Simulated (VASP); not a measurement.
Given:

```xyz
3
Lattice="0.0000 2.7050 2.7050 2.7050 0.0000 2.7050 2.7050 2.7050 0.0000" Properties=species:S:1:pos:R:3 pbc="T T T"
Ce     0.0000     0.0000     0.0000
O      1.3525     1.3525     1.3525
O      4.0575     4.0575     4.0575
```

Method: PBE GGA, VASP's PBE PAW potentials (set 64) (plane waves; VASP). Run with 520 eV cut-off, 6×6×6 Γ-centred mesh, Gaussian smearing of 0.050 eV, potentials Ce O.

Question: Estimate the energy per atom (σ→0), pressure.

Answer: 
```yaml
energy per atom (σ→0): -8.736 eV/atom
pressure: 5.57 GPa
```

Only differences to runs with the same potentials and settings are physical.

The compound is CeO2 in the fluorite structure. The cell was not relaxed at this level. The run is not spin-polarised, so no magnetic state was tried.
